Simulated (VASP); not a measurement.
Write the native input for VASP 6.6.1 that does the following.

- Task: single point
- Functional: PBE
- Potentials or basis: VASP PAW PBE potentials, release 64 (Sn_d, P)
- Cutoff: 520 eV
- k mesh: 4 × 7 × 7
- Occupations: gaussian, width 0.15 eV
- Spin: no spin polarisation
- Further INCAR settings: PREC = Normal; LREAL = Auto; ALGO = Fast; EDIFF = 1e-05; NBANDS = 63

The structure of Sn3P2 lies in POSCAR:

```
Sn3P2
1.0
    4.0532660000      2.3401540000     17.1642000000
   -2.0266330000      1.1700770000      8.5821000000
    0.0000000000     -2.3401540000      8.5821000000
Sn P
6 4
Direct
    0.1064375000      0.2128750000      0.2128750000
    0.6064375000      0.2128750000      0.2128750000
    0.3935625000      0.7871250000      0.7871250000
    0.8935625000      0.7871250000      0.7871250000
    0.5000000000      0.0000000000      0.0000000000
    0.0000000000      0.0000000000      0.0000000000
    0.3001115000      0.6002230000      0.6002230000
    0.8001115000      0.6002230000      0.6002230000
    0.1998885000      0.3997770000      0.3997770000
    0.6998885000      0.3997770000      0.3997770000
```

The cell was built by a generator and needn't be a form met in nature.

The input as run:

INCAR

```
SYSTEM = Sn3P2
PREC = Normal
ENCUT = 520
EDIFF = 1E-5
ISMEAR = 0
SIGMA = 0.15
LREAL = Auto
LASPH = .True.
NELM = 80
ALGO = Fast
ISIF = 2
LWAVE = .False.
LCHARG = .False.
GGA = PE
NBANDS = 63
KPAR = 2
```

KPOINTS

```
Automatic mesh
0
Gamma
  4 7 7
  0 0 0
```

Potentials or basis: VASP PAW PBE potentials, release 64 (Sn_d, P).

Command:

```sh
$ cat potpaw_PBE.64/Sn_d/POTCAR potpaw_PBE.64/P/POTCAR > POTCAR
$ mpirun -np 2 vasp_std > vasp.out
```

It gave:

```yaml
Pressure: 0.0 GPa
Largest_force: 0.026 eV/Å
Band_gap_on_the_k_mesh: none (metal or under the smearing width)
```

Wall time 9.8 min on 2 MPI ranks on Intel(R) Xeon(R) 6975P-C (Granite Rapids) (shared host), peak memory 0.89 GiB a rank.
